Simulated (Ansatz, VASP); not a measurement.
# AlN: VASP beside Ansatz, part 2 of 3

One calculation is typed for both programs; each brings its own data sets. How far apart do they land? The cell is taken from a series of runs on this material, whose earlier steps may have relaxed, scaled, displaced or heated it; both programs get it as it stands.

VASP 6.6.1 and Ansatz 0.2.0.

So far: The starting structure; VASP: zone-centre phonons, LDA, pair 1.

### 2. VASP: zone-centre phonons, LDA, pair 1 (continued)

Level of this step: LDA; plane waves and PAW (Al, N) (VASP).

Numbers of over 12 decimals in the logs are rounded to 6 here.

OUTCAR, selected parts (step 2):

```text
ion  position               nearest neighbor table
   1  0.333  0.667  0.999-   4 1.87   4 1.87   4 1.87   3 1.88   2 3.03   2 3.03   2 3.03   2 3.03
                             2 3.03   2 3.03
   2  0.667  0.333  0.499-   3 1.87   3 1.87   3 1.87   4 1.88   1 3.03   1 3.03   1 3.03   1 3.03
                             1 3.03   1 3.03
   3  0.333  0.667  0.381-   2 1.87   2 1.87   2 1.87   1 1.88
   4  0.667  0.333  0.881-   1 1.87   1 1.87   1 1.87   2 1.88

  LATTYP: Found a hexagonal cell.
 ALAT       =     3.0743677852
 C/A-ratio  =     1.5986337068

 Subroutine GETGRP returns: Found 12 space group operations
 (whereof  6 operations were pure point group operations)

The static configuration has the point symmetry C_3v.
 The point group associated with its full space group is C_6v.

 Found     36 irreducible k-points:

   k-points           NKPTS =     36   k-points in BZ     NKDIM =     36   number of bands    NBANDS=     14

   dimension x,y,z NGX =    28 NGY =   28 NGZ =   40
   dimension x,y,z NGXF=    56 NGYF=   56 NGZF=   80

   ENCUT  =  600.0 eV  44.10 Ry    6.64 a.u.   6.14  6.14  9.82*2*pi/ulx,y,z

   NELECT =      16.0000    total number of electrons

 k-points in reciprocal lattice and weights: Automatic mesh
   0.00000000  0.00000000  0.00000000       0.003
   0.11111111  0.00000000  0.00000000       0.019
   0.22222222 -0.00000000  0.00000000       0.019
   0.33333333 -0.00000000  0.00000000       0.019
   0.44444444 -0.00000000  0.00000000       0.019
   0.11111111  0.11111111  0.00000000       0.019
   0.22222222  0.11111111  0.00000000       0.037
   0.33333333  0.11111111  0.00000000       0.037
   0.44444444  0.11111111  0.00000000       0.019
[...]
0.33333333  0.22222222  0.50000000       0.037
   0.33333333  0.33333333  0.50000000       0.006

 average (electrostatic) potential at core
       1 -69.4404       2 -69.4404       3 -59.4895       4 -59.4895

  Total        0.9741531      0.9741531      0.9675687      0.0000000      0.0000000      0.0000000
  in kB       38.7963381     38.7963381     38.5341101      0.0000000      0.0000000      0.0000000
[...]
3.074367785  0.000000000  0.000000000     0.325270127  0.187794795  0.000000000
    -1.537183893  2.662480603  0.000000000     0.000000000  0.375589591  0.000000000
     0.000000000  0.000000000  4.914787968     0.000000000  0.000000000  0.203467577

 POSITION                                       TOTAL-FORCE (eV/Angst)
 -----------------------------------------------------------------------------------
     -0.00000      1.77499      4.90913        -0.000000      0.000000     -0.000449
      1.53718      0.88749      2.45174         0.000000      0.000000     -0.000449
     -0.00000      1.77499      1.87328        -0.000000      0.000000      0.000449
      1.53718      0.88749      4.33067         0.000000     -0.000000      0.000449
 -----------------------------------------------------------------------------------
    total drift:                               -0.000000      0.000000      0.000112

 MACROSCOPIC STATIC DIELECTRIC TENSOR (including local field effects in DFT)
 ------------------------------------------------------
           4.372430    -0.000000    -0.000000
           0.000000     4.372430    -0.000000
           0.000000    -0.000000     4.593438
 ------------------------------------------------------

 PIEZOELECTRIC TENSOR (including local field effects)  for field in x, y, z        (C/m^2)
          XX          YY          ZZ          XY          YZ          ZX
  --------------------------------------------------------------------------------
  x    -0.00000     0.00000    -0.00000     0.00000     0.00000     0.33118
  y     0.00000    -0.00000    -0.00000     0.00000     0.33118     0.00000
  z     0.24880     0.24880    -0.35925     0.00000     0.00000    -0.00000

 BORN EFFECTIVE CHARGES (including local field effects) (in |e|, cummulative output)
 ---------------------------------------------------------------------------------
 ion    1
    1     2.50705     0.00000     0.00000
    2     0.00000     2.50705     0.00000
    3     0.00000     0.00000     2.67126
 ion    2
    1     2.50705     0.00000     0.00000
    2     0.00000     2.50705     0.00000
    3     0.00000    -0.00000     2.67126
 ion    3
    1    -2.50705     0.00000     0.00000
    2     0.00000    -2.50705     0.00000
    3    -0.00000     0.00000    -2.67126
 ion    4
    1    -2.50705    -0.00000     0.00000
    2    -0.00000    -2.50705     0.00000
    3     0.00000     0.00000    -2.67126

 Eigenvectors and eigenvalues of the dynamical matrix
 ----------------------------------------------------

   1 f  =   22.405061 THz   140.775151 2PiTHz  747.352394 cm-1    92.659846 meV
             X         Y         Z           dx          dy          dz
     -0.000000  1.774987  4.909129    -0.000000   -0.000000    0.030494
      1.537184  0.887494  2.451735    -0.000000   -0.000000   -0.030494
     -0.000000  1.774987  1.873278     0.000000    0.000000   -0.706449
      1.537184  0.887494  4.330672     0.000000    0.000000    0.706449

   2 f  =   20.983109 THz   131.840762 2PiTHz  699.921174 cm-1    86.779127 meV
             X         Y         Z           dx          dy          dz
     -0.000000  1.774987  4.909129    -0.000001   -0.413290   -0.000000
      1.537184  0.887494  2.451735    -0.000001   -0.413290   -0.000000
     -0.000000  1.774987  1.873278     0.000001    0.573752    0.000000
      1.537184  0.887494  4.330672     0.000001    0.573752    0.000000

   3 f  =   20.983109 THz   131.840762 2PiTHz  699.921174 cm-1    86.779127 meV
             X         Y         Z           dx          dy          dz
     -0.000000  1.774987  4.909129    -0.413290    0.000001    0.000000
      1.537184  0.887494  2.451735    -0.413290    0.000001    0.000000
     -0.000000  1.774987  1.873278     0.573752   -0.000001   -0.000000
      1.537184  0.887494  4.330672     0.573752   -0.000001   -0.000000

   4 f  =   20.712868 THz   130.142790 2PiTHz  690.906920 cm-1    85.661502 meV
             X         Y         Z           dx          dy          dz
     -0.000000  1.774987  4.909129    -0.000002   -0.384587   -0.000000
      1.537184  0.887494  2.451735     0.000002    0.384587   -0.000000
     -0.000000  1.774987  1.873278    -0.000003   -0.593374    0.000000
      1.537184  0.887494  4.330672     0.000003    0.593374    0.000000

   5 f  =   20.712868 THz   130.142790 2PiTHz  690.906920 cm-1    85.661502 meV
             X         Y         Z           dx          dy          dz
     -0.000000  1.774987  4.909129    -0.384587    0.000002    0.000000
      1.537184  0.887494  2.451735     0.384587   -0.000002    0.000000
     -0.000000  1.774987  1.873278    -0.593374    0.000003   -0.000000
      1.537184  0.887494  4.330672     0.593374   -0.000003   -0.000000

   6 f  =   19.167800 THz   120.434837 2PiTHz  639.368977 cm-1    79.271614 meV
             X         Y         Z           dx          dy          dz
     -0.000000  1.774987  4.909129     0.000000   -0.000000    0.413364
      1.537184  0.887494  2.451735    -0.000000    0.000000    0.413364
     -0.000000  1.774987  1.873278     0.000000   -0.000000   -0.573699
      1.537184  0.887494  4.330672    -0.000000    0.000000   -0.573699

   7 f  =   16.868482 THz   105.987801 2PiTHz  562.672008 cm-1    69.762406 meV
             X         Y         Z           dx          dy          dz
     -0.000000  1.774987  4.909129     0.000000   -0.000000    0.706449
      1.537184  0.887494  2.451735    -0.000000    0.000000   -0.706449
     -0.000000  1.774987  1.873278     0.000000   -0.000000    0.030494
      1.537184  0.887494  4.330672    -0.000000    0.000000   -0.030494

   8 f  =    7.166295 THz    45.027158 2PiTHz  239.041863 cm-1    29.637400 meV
             X         Y         Z           dx          dy          dz
     -0.000000  1.774987  4.909129     0.000010   -0.593374    0.000000
      1.537184  0.887494  2.451735    -0.000010    0.593374    0.000000
     -0.000000  1.774987  1.873278    -0.000006    0.384587    0.000000
      1.537184  0.887494  4.330672     0.000006   -0.384587    0.000000

   9 f  =    7.166295 THz    45.027158 2PiTHz  239.041863 cm-1    29.637400 meV
             X         Y         Z           dx          dy          dz
     -0.000000  1.774987  4.909129    -0.593374   -0.000010   -0.000000
      1.537184  0.887494  2.451735     0.593374    0.000010   -0.000000
     -0.000000  1.774987  1.873278     0.384587    0.000006   -0.000000
      1.537184  0.887494  4.330672    -0.384587   -0.000006   -0.000000

  10 f/i=    0.000455 THz     0.002861 2PiTHz    0.015187 cm-1     0.001883 meV
             X         Y         Z           dx          dy          dz
     -0.000000  1.774987  4.909129    -0.551060   -0.159763   -0.000000
      1.537184  0.887494  2.451735    -0.551060   -0.159763   -0.000000
     -0.000000  1.774987  1.873278    -0.396944   -0.115082   -0.000000
      1.537184  0.887494  4.330672    -0.396944   -0.115082   -0.000000

  11 f/i=    0.000455 THz     0.002861 2PiTHz    0.015187 cm-1     0.001883 meV
             X         Y         Z           dx          dy          dz
     -0.000000  1.774987  4.909129    -0.159763    0.551060   -0.000000
      1.537184  0.887494  2.451735    -0.159763    0.551060   -0.000000
     -0.000000  1.774987  1.873278    -0.115082    0.396944   -0.000000
      1.537184  0.887494  4.330672    -0.115082    0.396944   -0.000000

  12 f/i=    0.002050 THz     0.012881 2PiTHz    0.068383 cm-1     0.008478 meV
             X         Y         Z           dx          dy          dz
     -0.000000  1.774987  4.909129    -0.000000    0.000000    0.573699
      1.537184  0.887494  2.451735    -0.000000    0.000000    0.573699
     -0.000000  1.774987  1.873278    -0.000000    0.000000    0.413364
      1.537184  0.887494  4.330672    -0.000000    0.000000    0.413364

 MACROSCOPIC STATIC DIELECTRIC TENSOR IONIC CONTRIBUTION
 ------------------------------------------------------
           3.405004     0.000000     0.000000
           0.000000     3.405004    -0.000000
           0.000000    -0.000000     4.632159
 ------------------------------------------------------

 ELASTIC MODULI CONTR FROM IONIC RELAXATION (kBar)
 Direction    XX          YY          ZZ          XY          YZ          ZX
 --------------------------------------------------------------------------------
 XX        -886.1837    404.9217    532.8681     -0.0000     -0.0000      0.0000
 YY         404.9217   -886.1838    532.8681      0.0000     -0.0000     -0.0000
 ZZ         532.8681    532.8681  -1180.0158      0.0000     -0.0000      0.0000
 XY          -0.0000      0.0000      0.0000   -645.5527      0.0000     -0.0000
 YZ           0.0000      0.0000     -0.0000      0.0000   -167.3929     -0.0000
 ZX           0.0000     -0.0000      0.0000      0.0000     -0.0000   -177.3883
 --------------------------------------------------------------------------------

 PIEZOELECTRIC TENSOR IONIC CONTR  for field in x, y, z        (C/m^2)
          XX          YY          ZZ          XY          YZ          ZX
  --------------------------------------------------------------------------------
  x     0.00000    -0.00000     0.00000     0.00000    -0.00000    -0.73130
  y     0.00000    -0.00000    -0.00000     0.00000    -0.71039    -0.00000
  z    -0.99344    -0.99344     2.19993    -0.00000     0.00000    -0.00000
```

The gap is read on the k-mesh alone, so it is an upper bound where the band edges lie off the mesh.

### 3. Ansatz: zone-centre phonons, LDA, pair 1

Ansatz runs on its default PAW (the set named soft_2) files.

The same cell, functional (in two slightly different forms) and mesh now go to Ansatz, which takes its cutoff from its data sets.

Input file input.yaml:

```yaml
crystal:
  lattice:
    - [3.0743677852, 0.0, 0.0]
    - [-1.5371838926, 2.6624806026, 0.0]
    - [0.0, 0.0, 4.9147879685]
  atoms:
    - { symbol: Al, position: [0.3333333333, 0.6666666667, -0.0011514019] }
    - { symbol: Al, position: [0.6666666667, 0.3333333333, 0.4988485981] }
    - { symbol: "N", position: [0.3333333333, 0.6666666667, 0.3811514019] }
    - { symbol: "N", position: [0.6666666667, 0.3333333333, 0.8811514019] }
kpoints:
  mp_grid: { grid: [9, 9, 4] }
hamiltonian:
  xc: lda
scf:
  occupations: { method: fixed }
output:
  eigenvalues: true
phonons:
  method: dfpt
  dielectric: true
  rigid_motions: translations
```

The run is started by

```console
> ansatz run input.yaml --threads 4 --pin off --max-ram 7168MiB --backend cpu --events-out ev --progress --plain --runs-dir out
```

The program printed:

```text
Engine: ansatz 0.2.0, x86_64-unknown-linux-gnu
Pseudopotentials: kind: paw
Pseudopotential: Al, paw, valence charge 3, recommended cutoff 420 eV (normal), Al.paw.azcp
Pseudopotential: N, paw, valence charge 5, recommended cutoff 420 eV (normal), N.paw.azcp
Functional definition: SPW92
  exchange = slater_x
  correlation = pw_c
Crystal: 4 atoms, lattice volume = 40.230 Å³
Basis set: ecut = 420 eV, 785 PW (Γ), exchange–correlation on 48×48×72 points (8 copies of the dense FFT grid, shifted against one another)
Bands: 12, of which v1, the nominal top of the filled ones, is band 8 counted from 1 (7 counted from 0)
Symmetry: 12 space group operations
k-points: 95 of 324 (irreducible under 2 space group operations, time reversal used)
Non-local potential: Al, projectors of the file, l = 0: 2, l = 1: 2, l = 2: 1
Non-local potential: N, projectors of the file, l = 0: 2, l = 1: 2, l = 2: 1
PAW form: soft (Blöchl's): semilocal exchange-correlation on the pseudo side does not see the compensation charge
PAW frozen core: Al, regenerated for the run's functional, and the local potential with it (the file was generated under x = pbe(κ = 0.804, μ = 0.219515), c = pbe(β = 0.066725))
PAW frozen core: N, regenerated for the run's functional, and the local potential with it (the file was generated under x = pbe(κ = 0.804, μ = 0.219515), c = pbe(β = 0.066725))
PAW one-centre angular grid: Al, 110 points (default); XC on 64 Gauss nodes
PAW one-centre angular grid: N, 110 points (default); XC on 64 Gauss nodes
Initial density: superposition of atomic densities (neutral atoms: chi_scale 0, normalization atom), corrected by the library's trained network
Initial wavefunctions: pseudopotential atomic-orbital guess
Functional: x = slater, c = lda
SCF iter   1: F=—  HF=-1779.721008 eV  |F-HF|=—  |Δ(HF+E_count)|=         —  Δρ=9.51e-3  dr2=4.11e-2  ethr=1.77e-3  ⟨swp⟩=5.0  Hψ=6374  notcnv=0  defer=179
preconditioner: auto → none  [insulator: Δε(μ)=4.468 eV  Ē_g=13.192 eV  n_scr=2 (ndim 8)  ℏωp=23.4 eV  f_vac=0.000  ε∞_Penn≈4.2]
SCF iter   2: F=—  HF=-1779.710018 eV  |F-HF|=—  |Δ(HF+E_count)|=   1.10e-2  Δρ=4.97e-3  dr2=5.40e-3  ethr=2.57e-4  ⟨swp⟩=2.6  Hψ=2728  notcnv=0  defer=190
SCF iter   3: F=—  HF=-1779.708226 eV  |F-HF|=—  |Δ(HF+E_count)|=   1.79e-3  Δρ=1.51e-3  dr2=3.89e-4  ethr=3.38e-5  ⟨swp⟩=2.0  Hψ=1911  notcnv=0  defer=190
SCF iter   4: F=—  HF=-1779.708037 eV  |F-HF|=—  |Δ(HF+E_count)|=   1.89e-4  Δρ=1.30e-4  dr2=2.59e-6  ethr=2.43e-6  ⟨swp⟩=2.5  Hψ=1926  notcnv=0  defer=190
SCF iter   5: F=—  HF=-1779.708035 eV  |F-HF|=—  |Δ(HF+E_count)|=   2.23e-6  Δρ=6.70e-6  dr2=6.59e-9  ethr=1.62e-8  ⟨swp⟩=2.2  Hψ=1900  notcnv=0  defer=7
SCF iter   6: F=—  HF=-1779.708035 eV  |F-HF|=—  |Δ(HF+E_count)|=   6.66e-7  Δρ=7.67e-7  dr2=1.11e-10  ethr=4.12e-11  ⟨swp⟩=2.0  Hψ=1863  notcnv=0  defer=2
SCF iter   7: F=-1779.708035 eV  HF=-1779.708035 eV  |F-HF|=3.18e-12  |Δ(HF+E_count)|=  9.55e-12  Δρ=1.32e-7  dr2=4.93e-12  ethr=1.00e-12  ⟨swp⟩=5.9  Hψ=5990  notcnv=0
SCF 1 converged in 7 iterations: F = -1779.708035 eV  dr2 = 4.93e-12
  greatest PAW one-centre occupation: 0.783 electrons in one spin orbital (limit 2), on the N atom at site 3 (counted from 0), in its partial waves of l = 0
NSCF: frozen V_eff on 4 k-points
DFPT response loops at Γ: preconditioner auto → none (the input reference at scf.mixing.eps_inf says where Resta's filter doesn't serve); β = 0.50; Broyden in place of MSR1
── the response to a field inside a basis, on 10×10×4 k-points: an SCF that follows is theirs, and a resumed run solves both again ──
Bands: 9, of which v1, the nominal top of the filled ones, is band 8 counted from 1 (7 counted from 0)
k-points: 60 of 400 (irreducible under 4 space group operations, time reversal used)
Initial density: handed on by an earlier stage of this run
Initial wavefunctions: pseudopotential atomic-orbital guess (no wavefunctions were taken with the density)
Eigensolver: Dense (60 Hₖ)
SCF iter   1: F=—  HF=-1779.714828 eV  |F-HF|=—  |Δ(HF+E_count)|=         —  Δρ=6.42e-4  dr2=2.41e-5  ethr=1.00e-1
preconditioner: auto → none  [insulator: Δε(μ)=5.164 eV  Ē_g=11.293 eV  n_scr=2 (ndim 8)  ℏωp=23.4 eV  f_vac=0.000  ε∞_Penn≈5.3]
SCF iter   2: F=—  HF=-1779.714828 eV  |F-HF|=—  |Δ(HF+E_count)|=   7.02e-8  Δρ=3.04e-4  dr2=6.73e-6  ethr=1.51e-7
SCF iter   3: F=—  HF=-1779.714829 eV  |F-HF|=—  |Δ(HF+E_count)|=   1.18e-6  Δρ=1.15e-4  dr2=1.52e-6  ethr=4.21e-8
SCF iter   4: F=-1779.714829 eV  HF=-1779.714829 eV  |F-HF|=6.05e-10  |Δ(HF+E_count)|=   1.92e-7  Δρ=8.15e-6  dr2=7.25e-9  ethr=9.48e-9
SCF 1 converged in 4 iterations: F = -1779.714829 eV  dr2 = 7.25e-9
DFPT response loops at Γ: mixed as the last ones told, above
WARN: field response: ε∞ stands inside a basis, on 10×10×4 points; the force constants stand on the 9×9×4 k-mesh, whose period is 12.95 times the interband length at k = (0.0000, 0.0000, 0.0000), direct gap 4.545 eV, under 14: take them and everything formed from them as unconverged, and compare with a denser kpoints.mp_grid
SCF converged after 7 iterations
Free energy (F): -1779.708035 eV
Harris-Foulkes:  -1779.708035 eV  (|F-HF|=3.18e-12)
Internal energy: -1779.708035 eV  (E = F + TS)
E sigma→0 (E₀):  -1779.708035 eV
Fermi energy:    7.275324 eV
--- Per-component energies (eV) ---
  E_band       = 31.610375
  E_kinetic    = 320.914640
  E_local      = -442.516897  (includes V_loc(G=0)·N_el)
  E_nonlocal   = 115.598496
  E_hartree    = 151.847739
  E_xc         = -202.089392
  E_vxc        = -216.294967  (∫ρ·V_xc dr)
  E_paw        = -1124.454582  (= ΣΔE_a)
  E_vpaw       = -49.786566  (= ΣTr[D̂ρ^β])
  E_aug_tail   = 0.000181  (compensation charges beyond the density's cutoff)
  E_ewald      = -599.279742
  E_core_change = 0.271521  (= ΣΔE_core)
  E_smearing   = -0.000000  (= −TS)
  E_closure    = 0.000000  (closes the sum)
  Σ components = -1779.708035   (vs F -1779.708035, Δ=0.00e0)
--- Band table (eV; the first three rows and the last of 95) ---
  k-point 0: bands = [... 4 lower, 6.3660, 7.0311, 7.0311, 7.2753, 11.8202, 14.1265, 18.0559, 18.4754]
  k-point 1: bands = [... 4 lower, 6.4586, 6.4586, 6.9285, 6.9285, 12.7441, 14.2662, 17.7076, 18.4423]
  k-point 2: bands = [... 4 lower, 6.6879, 6.6879, 6.6879, 6.6879, 14.0043, 14.0043, 17.7317, 17.7317]
  k-point 94: bands = [... 4 lower, 4.5997, 4.5997, 6.1609, 6.1609, 13.8756, 13.8756, 16.6851, 16.6851]
--- Phonons (Γ-DFPT): 4 representative perturbations + reference, on 95 of 324 k-points (Σ response iterations 12) ---
  k mesh reduced under 2 symmetry operations, with k and −k counted as one. Each operation leaves every solved perturbation unchanged. A smaller set is not considered because the run solves the response to a homogeneous field
  ASR residual: 7.023e-5 → 0.000e0 eV/Å²; symmetrization residual: 4.113e-6 eV/Å²
  ASR residual per site (eV/Å²): 2.41e-5 2.41e-5 7.02e-5 7.02e-5
  Γ frequencies (cm⁻¹): 0.00 0.00 0.00 239.46 239.46 560.89 632.92 683.15 683.15 693.09 693.09 741.44
  ε∞ (high-frequency dielectric tensor):
        4.371244     0.000000    -0.000000
        0.000000     4.371244     0.000000
       -0.000000     0.000000     4.595015
  ε⁰ (static dielectric tensor: ions relaxed, cell fixed):
        7.889744     0.000000     0.000000
        0.000000     7.889744     0.000000
        0.000000     0.000000     9.379877
  ε⁰ − ε∞ (ionic part):
        3.518500     0.000000     0.000000
        0.000000     3.518500     0.000000
        0.000000     0.000000     4.784863
  softest optical mode at Γ: 239.46 cm⁻¹; the repairs (sum rule, projections) moved no ω² at Γ by more than (1.52 cm⁻¹)²
  Born effective charges Z* (e; rows j = field, columns β = displacement):
    site 0:
         2.52402   -0.00000   -0.00000
        -0.00000    2.52402    0.00000
         0.00000   -0.00000    2.68785
    site 1:
         2.52402   -0.00000   -0.00000
        -0.00000    2.52402    0.00000
        -0.00000   -0.00000    2.68785
    site 2:
        -2.52402   -0.00000    0.00000
        -0.00000   -2.52402   -0.00000
        -0.00000   -0.00000   -2.68785
    site 3:
        -2.52402    0.00000   -0.00000
         0.00000   -2.52402   -0.00000
         0.00000    0.00000   -2.68785
  Z* charge neutrality: 2.626e-3 e pre-enforcement
  solved inside a basis spanned on kpoints, on 10×10×4 k-points, its susceptibility summed on 12×12×6: ε∞ is read to err by 1.3e-2, Z* by 1.2e-2 e (field_mesh: kpoints solves on kpoints); Z* is corrected for what the basis lacks
  optical modes at Γ without the LO–TO term, one row a degenerate level:
      ω (cm⁻¹)  modes    IR ((D/Å)²/amu)
        239.46      2             0.0000
        560.89      1             0.0000
        632.92      1            36.1537
[...]
optical modes at Γ + LO–TO along q̂ = [1.0000, 0.0000, 0.0000]:
      ω (cm⁻¹)  modes    IR ((D/Å)²/amu)
[...]
optical modes at Γ + LO–TO along q̂ = [0.0000, 1.0000, 0.0000]:
      ω (cm⁻¹)  modes    IR ((D/Å)²/amu)
[...]
741.44      1             0.0000
        931.15      1            31.8809
  optical modes at Γ + LO–TO along q̂ = [0.0000, 0.0000, 1.0000]:
      ω (cm⁻¹)  modes    IR ((D/Å)²/amu)
        239.46      2             0.0000
        560.89      1             0.0000
        683.15      2             0.0000
        693.09      2            63.7617
        741.44      1             0.0000
        904.28      1            36.1537
```

(Continued in part 3 of 3.)

[Lines on the potential files, build, host, timing and source positions are cut from VASP's logs without a mark.]

[Logs are printed without paths, hosts, clocks, repeated set-up lines and the standing remarks that a program may print on its own settings, such as how far it seeks lower states.]

[Hosts, paths, dates, database ids (printed as entryN), source tags and the programs' standing remarks are cut or masked in the printed files.]
